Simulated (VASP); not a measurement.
Method: optB86b-vdW, VASP's PBE PAW potentials (set 64) (plane waves; VASP).

Input for VASP

**INCAR**
```
SYSTEM = Cd
PREC = Accurate
ENCUT = 520
EDIFF = 1E-7
NELM = 100
ALGO = Normal
LREAL = .FALSE.
LASPH = .TRUE.
ISMEAR = -5
GGA = MK
PARAM1 = 0.1234
PARAM2 = 1.0
LUSE_VDW = .TRUE.
AGGAC = 0.0
LMAXMIX = 4
LWAVE = .FALSE.
LCHARG = .TRUE.
LORBIT = 11
NEDOS = 601
ISIF = 2
```

File KPOINTS:
```
kpoints
0
gamma
  16 16 8
```

POSCAR:
```
Cd
1
    1.5020538470    -2.6016338825     0.0000000000
    1.5020538470     2.6016338825     0.0000000000
    0.0000000000     0.0000000000     5.5654132566
Cd
2
Direct
  0.3333330000   0.6666670000   0.2500000000
  0.6666670000   0.3333330000   0.7500000000
```

POTCAR, in this order: Cd (PBE.64 set). Program: vasp_std.

Question: What will the output report for the number of irreducible k-points (NKPTS), largest plane-wave count, number of space-group operations, FFT grid (NGX, NGY, NGZ)?

Answer: 
```
Item                                          Result
--------------------------------------  ------------
number of irreducible k-points (NKPTS)           150
largest plane-wave count                        1196
number of space-group operations                  24
FFT grid (NGX, NGY, NGZ)                24 × 24 × 42
```

The compound is Cd in the hcp structure. It was relaxed first.
